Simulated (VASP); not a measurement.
Method: PBEsol GGA, VASP's PBE PAW potentials (set 64) (plane waves; VASP).

Input for VASP

### INCAR
```
SYSTEM = SnO
PREC = Accurate
ENCUT = 520
EDIFF = 1E-6
NELM = 100
ALGO = Normal
LREAL = .FALSE.
LASPH = .TRUE.
ISMEAR = 1
SIGMA = 0.1
GGA = PS
LMAXMIX = 4
LWAVE = .FALSE.
LCHARG = .FALSE.
IBRION = 2
ISIF = 3
NSW = 60
EDIFFG = -0.02
```

KPOINTS:
```
Automatic mesh
0
Gamma
9 9 5
0 0 0
```

File POSCAR:
```
SnO
1.0
  3.3722946885   0.0000000000   0.0000000000
 -1.6861473442   2.9204927216   0.0000000000
  0.0000000000   0.0000000000   6.4442268515
Sn O
2 2
Cart
  0.0000000000   0.0000000000   0.0000000000
  0.0000000000   0.0000000000   3.2221134257
 -0.0000016861   1.9469961212   1.6110567129
  1.6861490304   0.9734966004   4.8331701386
```

POTCAR, in this order: Sn_d O (PBE.64 set). Program: vasp_std.

Output of the run:

File OSZICAR:
```
       N       E                     dE             d eps       ncg     rms          rms(c)
DAV:   1     0.401923222608E+03    0.40192E+03   -0.20849E+04  1760   0.261E+03
DAV:   2     0.275807961767E+02   -0.37434E+03   -0.36783E+03  1928   0.576E+02
DAV:   3    -0.230045883084E+02   -0.50585E+02   -0.49783E+02  2000   0.189E+02
DAV:   4    -0.251987778741E+02   -0.21942E+01   -0.21910E+01  2048   0.422E+01
DAV:   5    -0.252614261223E+02   -0.62648E-01   -0.62638E-01  2280   0.718E+00    0.103E+01
DAV:   6    -0.225105763766E+02    0.27508E+01   -0.24342E+01  2664   0.559E+01    0.628E+00
DAV:   7    -0.221821860195E+02    0.32839E+00   -0.32725E+00  1912   0.114E+01    0.215E+00
DAV:   8    -0.221562756547E+02    0.25910E-01   -0.38576E-01  2016   0.386E+00    0.629E-01
DAV:   9    -0.221439397303E+02    0.12336E-01   -0.49757E-02  2888   0.168E+00    0.149E-01
DAV:  10    -0.221445319536E+02   -0.59222E-03   -0.73913E-03  2280   0.724E-01    0.123E-01
DAV:  11    -0.221442773492E+02    0.25460E-03   -0.18264E-03  2456   0.273E-01    0.148E-02
DAV:  12    -0.221442855440E+02   -0.81948E-05   -0.10461E-04  1888   0.674E-02    0.186E-02
DAV:  13    -0.221442820933E+02    0.34507E-05   -0.19882E-05  2104   0.307E-02    0.267E-03
DAV:  14    -0.221442820373E+02    0.55979E-07   -0.10906E-06  1104   0.863E-03
   1 F= -.22144282E+02 E0= -.22144668E+02  d E =-.221443E+02
```

File OUTCAR:
```
------------------------ aborting loop because EDIFF is reached ----------------------------------------
  FORCE on cell =-STRESS in cart. coord.  units (eV):
  Direction    XX          YY          ZZ          XY          YZ          ZX
  --------------------------------------------------------------------------------------
  Total        0.0086707      0.0086707      0.0189222      0.0000000      0.0000000     -0.0000000
  in kB        0.2188830      0.2188829      0.4776718      0.0000000      0.0000000     -0.0000000
  external PRESSURE =       0.3051459 kB  Pullay stress =       0.0000000 kB
  volume of cell :       63.47
      direct lattice vectors                 reciprocal lattice vectors
     3.372294688  0.000000000  0.000000000     0.296533990  0.171203988  0.000000000
    -1.686147344  2.920492722  0.000000000     0.000000000  0.342407975  0.000000000
     0.000000000  0.000000000  6.444226851     0.000000000  0.000000000  0.155177653
 POSITION                                       TOTAL-FORCE (eV/Angst)
 -----------------------------------------------------------------------------------
      0.00000      0.00000      0.00000         0.000000      0.000000     -0.000000
      0.00000      0.00000      3.22211         0.000000      0.000000     -0.000000
     -0.00000      1.94700      1.61106         0.000000     -0.000000     -0.000000
      1.68615      0.97350      4.83317        -0.000000      0.000000      0.000000
 -----------------------------------------------------------------------------------
    total drift:                               -0.000000      0.000000      0.000000
  FREE ENERGIE OF THE ION-ELECTRON SYSTEM (eV)
  ---------------------------------------------------
  free  energy   TOTEN  =       -22.1442820373 eV

  energy  without entropy=      -22.1454385917  energy(sigma->0) =      -22.14466756

 reached required accuracy - stopping structural energy minimisation
```
(Selected blocks of OUTCAR.)

The structure was generated: SnO was put into the NiAs type type (P6_3/mmc), which need not be its known phase. It was relaxed first, which changed the volume by +51 %. The start is the result of an earlier pass.
